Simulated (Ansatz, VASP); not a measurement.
**Cross-check of ZrB2 between VASP and Ansatz**

Wanted: the spread between two codes on one cell, functional and k mesh. The cell is taken from a series of runs on this material, whose earlier steps may have relaxed, scaled, displaced or heated it; both programs get it as it stands.

Program: Ansatz 0.2.0. Level of theory: plane waves, with VASP 6.6.1 beside it; zone-centre phonons at PBEsol. Results are calculated unless marked as measured.

## Step 1: Starting point

Symmetry: P6/mmm, No. 191, hexagonal system. The conventional cell has a = 3.114 Å, b = 3.114 Å, c = 3.455 Å, α = 90.00°, β = 90.00°, γ = 120.00°. B has 3 B at 1.80 Å and 6 Zr at 2.49 Å nearest. Nearest to Zr lie 12 B at 2.49 Å. Farther neighbours are not listed.

Structure file:

```xyz
3
Lattice="3.1144 0.0000 0.0000 -1.5572 2.6971 0.0000 0.0000 0.0000 3.4550" Properties=species:S:1:pos:R:3 pbc="T T T"
B     0.0000    1.7981    1.7275
B     1.5572    0.8990    1.7275
Zr    0.0000    0.0000    0.0000
```

## Step 2: VASP: zone-centre phonons, PBEsol

Second derivatives magnify differences that forces hide, and they need a tight electronic threshold.

Lines of VASP's logs that name or quote its potential files are left out, and so is its time.

INCAR reads:

```
SYSTEM = ZrB2
PREC = Accurate
ENCUT = 500
EDIFF = 1E-08
NELM = 120
ISMEAR = 1
SIGMA = 0.2
LREAL = .FALSE.
ALGO = Normal
GGA = PS
NBANDS = 15
LASPH = .TRUE.
LORBIT = 11
LWAVE = .FALSE.
LCHARG = .FALSE.
ISIF = 2
IBRION = 8
GGA_COMPAT = .FALSE.
KPAR = 2
```

POSCAR reads:

```
ZrB2
1.0
    3.1143653647      0.0000000000      0.0000000000
   -1.5571826823      2.6971195225      0.0000000000
    0.0000000000      0.0000000000      3.4550053153
B Zr
2 1
Direct
    0.3333333333      0.6666666667      0.5000000000
    0.6666666667      0.3333333333      0.5000000000
    0.0000000000      0.0000000000      0.0000000000
```

KPOINTS reads:

```
Automatic mesh
0
Gamma
15 15 12
0 0 0
```

Potentials, in the order of the species: B and Zr_sv (PBE family, release 64).

Started as:

```bash
> mpirun -np 2 vasp_std
```

Numbers of over 12 decimals in the logs are rounded to 6 here.

The program printed:

```text
[banner, memory and clock lines left out]
running    2 mpi-ranks, on    1 nodes
 distrk:  each k-point on    1 cores,    2 groups
 distr:  one band on    1 cores,    1 groups

 POSCAR found type information on POSCAR B Zr
 POSCAR found :  2 types and       3 ions
|                                                                             |
|               ----> ADVICE to this user running VASP <----                  |
|                                                                             |
|     You enforced a specific xc type in the INCAR file but a different       |
|     [... a line on the potential file left out ...]
|     I HOPE YOU KNOW WHAT YOU ARE DOING!                                     |
|                                                                             |

 LDA part: xc-table for (Slater+PW92), standard interpolation
 POSCAR, INCAR and KPOINTS ok, starting setup
 FFT: planning ... GRIDC
 FFT: planning ... GRID_SOFT
 FFT: planning ... GRID
 WAVECAR not read
 entering main loop
       N       E                     dE             d eps       ncg     rms          rms(c)
DAV:   1     0.101319913435E+03    0.10132E+03   -0.95709E+03  5670   0.117E+03
DAV:   2    -0.247033940903E+02   -0.12602E+03   -0.12156E+03  7098   0.303E+02
DAV:   3    -0.289156005301E+02   -0.42122E+01   -0.41879E+01  9009   0.477E+01
DAV:   4    -0.289803113739E+02   -0.64711E-01   -0.64683E-01  6502   0.552E+00
DAV:   5    -0.289817059367E+02   -0.13946E-02   -0.13945E-02  8863   0.573E-01    0.252E+01
DAV:   6    -0.264143562395E+02    0.25673E+01   -0.57662E+00  7069   0.173E+01    0.106E+01
DAV:   7    -0.263612527746E+02    0.53103E-01   -0.73819E-01  8372   0.558E+00    0.363E+00
DAV:   8    -0.263627312316E+02   -0.14785E-02   -0.11304E-01  6886   0.294E+00    0.532E-01
DAV:   9    -0.263585522125E+02    0.41790E-02   -0.21856E-02  7117   0.119E+00    0.202E-01
DAV:  10    -0.263582181650E+02    0.33405E-03   -0.13961E-03  6685   0.362E-01    0.435E-02
DAV:  11    -0.263582184598E+02   -0.29480E-06   -0.74150E-05  8118   0.793E-02    0.135E-02
DAV:  12    -0.263582165570E+02    0.19028E-05   -0.36542E-06  7563   0.133E-02    0.558E-03
DAV:  13    -0.263582163800E+02    0.17699E-06   -0.63273E-07  8538   0.627E-03    0.210E-03
DAV:  14    -0.263582163101E+02    0.69886E-07   -0.42638E-08  6231   0.207E-03    0.452E-04
DAV:  15    -0.263582162790E+02    0.31059E-07   -0.41993E-09  3332   0.587E-04    0.111E-04
DAV:  16    -0.263582162754E+02    0.35843E-08   -0.11813E-09  3108   0.285E-04
   1 F= -.26358216E+02 E0= -.26358382E+02  d E =0.497360E-03
 Linear response reoptimize wavefunctions to high precision
DAV:   1    -0.263582162758E+02   -0.34061E-09   -0.31344E-10  4270   0.119E-04
DAV:   2    -0.263582162758E+02   -0.70486E-11   -0.11082E-10  3024   0.558E-05
 Linear response DOF=           4
 Linear response progress:
  Degree of freedom:   1/  4
       N       E                     dE             d eps       ncg     rms          rms(c)
RMM:   1    -0.484696238614E-01   -0.48470E-01   -0.24560E-02 57801   0.107E+00
RMM:   2    -0.434033615661E-01    0.50663E-02   -0.22347E-03 47171   0.251E-01    0.149E-01
RMM:   3    -0.433168780864E-01    0.86483E-04   -0.69660E-04 44905   0.130E-01    0.743E-02
RMM:   4    -0.437919439307E-01   -0.47507E-03   -0.44791E-04 44020   0.103E-01    0.843E-03
RMM:   5    -0.437986917572E-01   -0.67478E-05   -0.53502E-05 53078   0.290E-02    0.234E-03
RMM:   6    -0.437998309183E-01   -0.11392E-05   -0.10073E-05 55983   0.103E-02    0.128E-03
RMM:   7    -0.437965743678E-01    0.32566E-05   -0.20223E-06 56097   0.472E-03    0.297E-04
RMM:   8    -0.437984304457E-01   -0.18561E-05   -0.48550E-07 58213   0.213E-03    0.164E-04
RMM:   9    -0.437979879021E-01    0.44254E-06    0.14652E-07 58852   0.983E-04    0.307E-05
RMM:  10    -0.437981179967E-01   -0.13009E-06    0.98900E-09 58676   0.473E-04    0.266E-05
RMM:  11    -0.437980017421E-01    0.11625E-06    0.78620E-08 58685   0.234E-04    0.953E-06
RMM:  12    -0.437979875678E-01    0.14174E-07    0.79119E-09 59889   0.117E-04    0.544E-06
RMM:  13    -0.437979641898E-01    0.23378E-07    0.49254E-08 58597   0.598E-05    0.533E-06
RMM:  14    -0.437979629361E-01    0.12537E-08    0.35400E-08 57769   0.314E-05    0.279E-06
 first order change of Fermi-energy   0.18030E-04
 force on displaced ion       1 direction 1 : -17.744  -0.001   0.000
 Linear response progress:
  Degree of freedom:   2/  4
       N       E                     dE             d eps       ncg     rms          rms(c)
RMM:   1    -0.478129153873E-01   -0.47813E-01   -0.17272E-03 20234   0.114E+00
RMM:   2    -0.451581091251E-01    0.26548E-02   -0.18487E-03 16262   0.248E-01    0.121E-01
RMM:   3    -0.450826221102E-01    0.75487E-04   -0.93337E-04 15824   0.148E-01    0.557E-02
RMM:   4    -0.454639628198E-01   -0.38134E-03   -0.35644E-04 16733   0.931E-02    0.122E-02
RMM:   5    -0.455361078754E-01   -0.72145E-04   -0.56952E-05 18304   0.351E-02    0.388E-03
RMM:   6    -0.455480819807E-01   -0.11974E-04   -0.12747E-05 19236   0.136E-02    0.832E-04
RMM:   7    -0.455411554746E-01    0.69265E-05   -0.87141E-07 19612   0.587E-03    0.257E-04
RMM:   8    -0.455420752833E-01   -0.91981E-06   -0.14265E-06 19523   0.281E-03    0.134E-04
RMM:   9    -0.455411824057E-01    0.89288E-06   -0.93498E-07 19467   0.143E-03    0.103E-04
RMM:  10    -0.455417047256E-01   -0.52232E-06   -0.55281E-07 19743   0.774E-04    0.999E-06
RMM:  11    -0.455417199728E-01   -0.15247E-07   -0.32106E-07 21090   0.375E-04    0.143E-05
RMM:  12    -0.455417174270E-01    0.25458E-08   -0.14528E-07 20783   0.182E-04    0.120E-05
RMM:  13    -0.455416957159E-01    0.21711E-07   -0.79054E-08 20645   0.943E-05    0.922E-06
RMM:  14    -0.455416981777E-01   -0.24618E-08   -0.31482E-08 20100   0.520E-05    0.461E-06
 first order change of Fermi-energy  -0.79897E-04
 force on displaced ion       1 direction 3 :  -0.000   0.000 -11.451
 Linear response progress:
  Degree of freedom:   3/  4
       N       E                     dE             d eps       ncg     rms          rms(c)
RMM:   1    -0.680782962455E+00   -0.68078E+00    0.30158E+00 15584   0.150E+01
RMM:   2    -0.623870088177E+00    0.56913E-01   -0.18498E-01 21350   0.281E+00    0.182E-01
RMM:   3    -0.625247564387E+00   -0.13775E-02   -0.31958E-02 25566   0.854E-01    0.590E-02
RMM:   4    -0.626843365480E+00   -0.15958E-02   -0.57381E-03 31531   0.301E-01    0.301E-02
RMM:   5    -0.627297578499E+00   -0.45421E-03   -0.92946E-04 31487   0.114E-01    0.179E-02
RMM:   6    -0.627271160581E+00    0.26418E-04   -0.14094E-04 31491   0.517E-02    0.472E-03
RMM:   7    -0.627253355341E+00    0.17805E-04   -0.41260E-05 32609   0.245E-02    0.337E-03
RMM:   8    -0.627246319441E+00    0.70359E-05   -0.13698E-05 32942   0.134E-02    0.901E-04
RMM:   9    -0.627252564074E+00   -0.62446E-05   -0.88182E-06 33341   0.795E-03    0.148E-04
RMM:  10    -0.627253303561E+00   -0.73949E-06   -0.71597E-06 34080   0.507E-03    0.150E-04
RMM:  11    -0.627253729891E+00   -0.42633E-06   -0.44667E-06 35014   0.355E-03    0.191E-04
RMM:  12    -0.627250750405E+00    0.29795E-05   -0.37168E-06 33302   0.271E-03    0.198E-04
RMM:  13    -0.627250893643E+00   -0.14324E-06   -0.26546E-06 35047   0.207E-03    0.213E-04
RMM:  14    -0.627250656847E+00    0.23680E-06   -0.22829E-06 31993   0.169E-03    0.210E-04
 first order change of Fermi-energy   0.10326E-03
 force on displaced ion       3 direction 1 : -15.422  -0.000   0.000
 Linear response progress:
  Degree of freedom:   4/  4
       N       E                     dE             d eps       ncg     rms          rms(c)
RMM:   1    -0.758502855703E+00   -0.75850E+00    0.27056E+00  6634   0.148E+01
RMM:   2    -0.699758662307E+00    0.58744E-01   -0.15896E-01  8844   0.267E+00    0.208E-01
RMM:   3    -0.703176391179E+00   -0.34177E-02   -0.35357E-02 10307   0.791E-01    0.664E-02
RMM:   4    -0.705541773694E+00   -0.23654E-02   -0.69560E-03 12011   0.286E-01    0.365E-02
RMM:   5    -0.705791971047E+00   -0.25020E-03   -0.10496E-03 12670   0.103E-01    0.241E-02
RMM:   6    -0.705627115039E+00    0.16486E-03   -0.12477E-04 12678   0.481E-02    0.398E-03
RMM:   7    -0.705689453333E+00   -0.62338E-04   -0.41730E-05 12952   0.212E-02    0.335E-03
RMM:   8    -0.705678082270E+00    0.11371E-04   -0.20595E-05 13186   0.111E-02    0.952E-04
RMM:   9    -0.705680932960E+00   -0.28507E-05   -0.15459E-05 13902   0.638E-03    0.796E-04
RMM:  10    -0.705681509740E+00   -0.57678E-06   -0.11006E-05 13377   0.448E-03    0.215E-04
RMM:  11    -0.705682138421E+00   -0.62868E-06   -0.82514E-06 13611   0.300E-03    0.813E-05
RMM:  12    -0.705682803931E+00   -0.66551E-06   -0.71358E-06 13683   0.224E-03    0.102E-04
RMM:  13    -0.705682197333E+00    0.60660E-06   -0.52344E-06 13659   0.166E-03    0.144E-04
RMM:  14    -0.705683508375E+00   -0.13110E-05   -0.42999E-06 12853   0.134E-03    0.470E-05
[...]
RMM:  26    -0.705687878857E+00    0.10532E-07   -0.41573E-07  9006   0.128E-04    0.768E-06
RMM:  27    -0.705687913226E+00   -0.34369E-07   -0.40297E-07 10700   0.109E-04    0.874E-06
RMM:  28    -0.705687912738E+00    0.48808E-09   -0.30194E-07  8515   0.928E-05    0.103E-05
RMM:  29    -0.705687925868E+00   -0.13130E-07   -0.29061E-07  9262   0.796E-05    0.112E-05
RMM:  30    -0.705687923043E+00    0.28244E-08   -0.22252E-07  7023   0.682E-05    0.123E-05
RMM:  31    -0.705687930864E+00   -0.78212E-08   -0.20922E-07  7387   0.589E-05    0.130E-05
RMM:  32    -0.705687927349E+00    0.35158E-08   -0.15630E-07  6383   0.508E-05    0.139E-05
RMM:  33    -0.705687931272E+00   -0.39230E-08   -0.14866E-07  6491   0.441E-05    0.144E-05
 first order change of Fermi-energy   0.10802E-03
 force on displaced ion       3 direction 3 :   0.000  -0.000 -17.329
 Linear response finished
```

OUTCAR, selected parts (step 2):

```text
ion  position               nearest neighbor table
   1  0.333  0.667  0.500-   2 1.80   2 1.80   2 1.80   3 2.49   3 2.49   3 2.49   3 2.49   3 2.49
                             3 2.49
   2  0.667  0.333  0.500-   1 1.80   1 1.80   1 1.80   3 2.49   3 2.49   3 2.49   3 2.49   3 2.49
                             3 2.49
   3  0.000  0.000  0.000-   1 2.49   2 2.49   1 2.49   2 2.49   1 2.49   1 2.49   2 2.49   2 2.49
                             2 2.49   2 2.49   1 2.49   1 2.49

  LATTYP: Found a hexagonal cell.
 ALAT       =     3.1143653647
 C/A-ratio  =     1.1093770032

 Subroutine GETGRP returns: Found 24 space group operations
 (whereof 24 operations were pure point group operations)

The static configuration has the point symmetry D_6h.

 Found    189 irreducible k-points:

   k-points           NKPTS =    189   k-points in BZ     NKDIM =    189   number of bands    NBANDS=     15

   dimension x,y,z NGX =    24 NGY =   24 NGZ =   28
   dimension x,y,z NGXF=    48 NGYF=   48 NGZF=   56

   ENCUT  =  500.0 eV  36.75 Ry    6.06 a.u.   5.68  5.68  6.30*2*pi/ulx,y,z

   NELECT =      18.0000    total number of electrons

 k-points in reciprocal lattice and weights: Automatic mesh
   0.00000000  0.00000000  0.00000000       0.000
   0.06666667  0.00000000  0.00000000       0.002
   0.13333333  0.00000000  0.00000000       0.002
   0.20000000  0.00000000  0.00000000       0.002
   0.26666667  0.00000000  0.00000000       0.002
   0.33333333  0.00000000  0.00000000       0.002
   0.40000000  0.00000000  0.00000000       0.002
   0.46666667  0.00000000  0.00000000       0.002
   0.06666667  0.06666667  0.00000000       0.002
[...]
0.33333333  0.26666667  0.50000000       0.004
   0.33333333  0.33333333  0.50000000       0.001

 average (electrostatic) potential at core
       1 -21.3462       2 -21.3462       3 -71.6639

  Total        2.0709451      2.0709451      2.0655317      0.0000000     -0.0000000      0.0000000
  in kB      114.3301268    114.3301268    114.0312760      0.0000000     -0.0000000      0.0000000
  external PRESSURE =     114.2305099 kB  Pullay stress =       0.0000000 kB

  energy-cutoff  :      500.00
  volume of cell :       29.02
      direct lattice vectors                 reciprocal lattice vectors
     3.114365365  0.000000000  0.000000000     0.321092705  0.185382960  0.000000000
    -1.557182682  2.697119522  0.000000000     0.000000000  0.370765920  0.000000000
     0.000000000  0.000000000  3.455005315     0.000000000  0.000000000  0.289435155

 POSITION                                       TOTAL-FORCE (eV/Angst)
 -----------------------------------------------------------------------------------
     -0.00000      1.79808      1.72750        -0.000000      0.000000      0.000000
      1.55718      0.89904      1.72750         0.000000     -0.000000      0.000000
      0.00000      0.00000      0.00000         0.000000      0.000000      0.000000
 -----------------------------------------------------------------------------------
    total drift:                               -0.000000      0.000000     -0.000000

 Eigenvectors and eigenvalues of the dynamical matrix
 ----------------------------------------------------

   1 f  =   25.080701 THz   157.586695 2PiTHz  836.602148 cm-1   103.725400 meV
             X         Y         Z           dx          dy          dz
     -0.000000  1.798080  1.727503    -0.482678   -0.516742    0.000000
      1.557183  0.899040  1.727503     0.482678    0.516742   -0.000000
      0.000000  0.000000  0.000000     0.000000   -0.000000   -0.000000

   2 f  =   25.080701 THz   157.586695 2PiTHz  836.602148 cm-1   103.725400 meV
             X         Y         Z           dx          dy          dz
     -0.000000  1.798080  1.727503    -0.516742    0.482678   -0.000000
      1.557183  0.899040  1.727503     0.516742   -0.482678   -0.000000
      0.000000  0.000000  0.000000    -0.000000    0.000000    0.000000

   3 f  =   17.941820 THz   112.731779 2PiTHz  598.474693 cm-1    74.201372 meV
             X         Y         Z           dx          dy          dz
     -0.000000  1.798080  1.727503     0.000000    0.000000    0.707107
      1.557183  0.899040  1.727503    -0.000000    0.000000   -0.707107
      0.000000  0.000000  0.000000     0.000000   -0.000000    0.000000

   4 f  =   15.565004 THz    97.797802 2PiTHz  519.192637 cm-1    64.371654 meV
             X         Y         Z           dx          dy          dz
     -0.000000  1.798080  1.727503     0.000000    0.000000   -0.635755
      1.557183  0.899040  1.727503     0.000000    0.000000   -0.635755
      0.000000  0.000000  0.000000    -0.000000   -0.000000    0.437757

   5 f  =   14.647583 THz    92.033475 2PiTHz  488.590761 cm-1    60.577507 meV
             X         Y         Z           dx          dy          dz
     -0.000000  1.798080  1.727503     0.433723    0.464324   -0.000000
      1.557183  0.899040  1.727503     0.433723    0.464324    0.000000
      0.000000  0.000000  0.000000    -0.299555   -0.320690   -0.000000

   6 f  =   14.647583 THz    92.033475 2PiTHz  488.590761 cm-1    60.577507 meV
             X         Y         Z           dx          dy          dz
     -0.000000  1.798080  1.727503     0.464324   -0.433723    0.000000
      1.557183  0.899040  1.727503     0.464324   -0.433723   -0.000000
      0.000000  0.000000  0.000000    -0.320690    0.299555    0.000000

   7 f/i=    0.000496 THz     0.003119 2PiTHz    0.016557 cm-1     0.002053 meV
             X         Y         Z           dx          dy          dz
     -0.000000  1.798080  1.727503    -0.000000    0.000000    0.309541
      1.557183  0.899040  1.727503    -0.000000    0.000000    0.309541
      0.000000  0.000000  0.000000    -0.000000    0.000000    0.899093

   8 f/i=    0.018013 THz     0.113180 2PiTHz    0.600857 cm-1     0.074497 meV
             X         Y         Z           dx          dy          dz
     -0.000000  1.798080  1.727503     0.310036   -0.012857    0.000000
      1.557183  0.899040  1.727503     0.310036   -0.012857    0.000000
      0.000000  0.000000  0.000000     0.897797   -0.037231    0.000000

   9 f/i=    0.018013 THz     0.113180 2PiTHz    0.600857 cm-1     0.074497 meV
             X         Y         Z           dx          dy          dz
     -0.000000  1.798080  1.727503    -0.012857   -0.310036    0.000000
      1.557183  0.899040  1.727503    -0.012857   -0.310036    0.000000
      0.000000  0.000000  0.000000    -0.037231   -0.897797    0.000000

 ELASTIC MODULI CONTR FROM IONIC RELAXATION (kBar)
 Direction    XX          YY          ZZ          XY          YZ          ZX
 --------------------------------------------------------------------------------
 XX          -3.9477      3.9477      0.0000     -0.0000      0.0000      0.0000
 YY           3.9477     -3.9477     -0.0000     -0.0000      0.0000      0.0000
 ZZ           0.0000     -0.0000     -0.0000      0.0000      0.0000      0.0000
 XY          -0.0000     -0.0000      0.0000     -3.9477      0.0000      0.0000
 YZ           0.0000      0.0000      0.0000      0.0000      0.0000      0.0000
 ZX           0.0000      0.0000      0.0000      0.0000      0.0000      0.0000
 --------------------------------------------------------------------------------
```

Energies printed during the response cycles are not total energies of the cell. The PAW data sets were made with PBE, which is usual practice but a small mismatch for other functionals.

(Continued in part 2 of 2.)

[Lines on the potential files, build, host, timing and source positions are cut from VASP's logs without a mark.]

[Logs are printed without paths, hosts, clocks, repeated set-up lines and the standing remarks that a program may print on its own settings, such as how far it seeks lower states.]

[Hosts, paths, dates, database ids (printed as entryN), source tags and the programs' standing remarks are cut or masked in the printed files.]
